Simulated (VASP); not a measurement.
Set up this calculation in VASP 6.6.1, as the native input.

```yaml
Task: relaxation of cell and atoms
Functional: PBE
Potentials_or_basis: VASP PAW PBE potentials, release 64 (Li_sv, Sb, P)
Cutoff: 600 eV
k_mesh: 8 × 8 × 8
Occupations: gaussian, width 0.05 eV
Spin: no spin polarisation
Further_INCAR_settings: ALGO = Normal; EDIFF = 1e-06; IBRION = 2; EDIFFG = -0.01; NSW = 60; ISIF = 3
```

The structure of LiSb2P2 lies in POSCAR:

```
LiSb2P2
1.0
   -2.2530682300      2.2530682300      5.5057474600
    2.2530682300     -2.2530682300      5.5057474600
    2.2530682300      2.2530682300     -5.5057474600
Li Sb P
1 2 2
Direct
    0.0000000000      0.0000000000      0.0000000000
    0.6201511000      0.6201511000      0.0000000000
    0.3798489000      0.3798489000      0.0000000000
    0.7500000000      0.2500000000      0.5000000000
    0.2500000000      0.7500000000      0.5000000000
```

The cell was built by a generator and needn't be a form met in nature.

The input as run:

INCAR

```
SYSTEM = LiSb2P2
ALGO = Normal
EDIFF = 1E-6
EDIFFG = -0.01
ENCUT = 600
GGA = PE
IBRION = 2
ISIF = 3
ISMEAR = 0
LASPH = .TRUE.
LCHARG = .FALSE.
LREAL = .FALSE.
LWAVE = .FALSE.
NELM = 60
NSW = 60
PREC = Accurate
SIGMA = 0.05
```

KPOINTS

```
k-points
0
G
  8 8 8
  0 0 0
```

Potentials or basis: VASP PAW PBE potentials, release 64 (Li_sv, Sb, P).

Launch:

```sh
$ cat potpaw_PBE.64/Li_sv/POTCAR potpaw_PBE.64/Sb/POTCAR potpaw_PBE.64/P/POTCAR > POTCAR
$ mpirun -np 1 vasp_std > vasp.out
```

Results of the run:

| Quantity | Value |
| --- | --- |
| Relaxed volume | 25.21 Å³/atom |
| Relaxed cell | a = 5.913 Å, b = 5.913 Å, c = 5.913 Å, α = 127.55°, β = 127.55°, γ = 77.35° |
| Space group after relaxing (to 0.05 Å) | I4/mmm (No. 139) |
| Energy gained by relaxing | 398.4 meV/atom |
| Ionic steps | 27 |
| Pressure after relaxing | 0.0 GPa |
| Band gap on the k mesh | none (metal or under the smearing width) |

Caveat: the cutoff is under 1.25 times the usual one of these potentials, so pressure, stress and relaxed cells hold a basis-set (Pulay) error.

Wall time 49 min on 1 thread of Intel(R) Xeon(R) 6975P-C (Granite Rapids), on a shared host, peak memory 0.54 GiB.
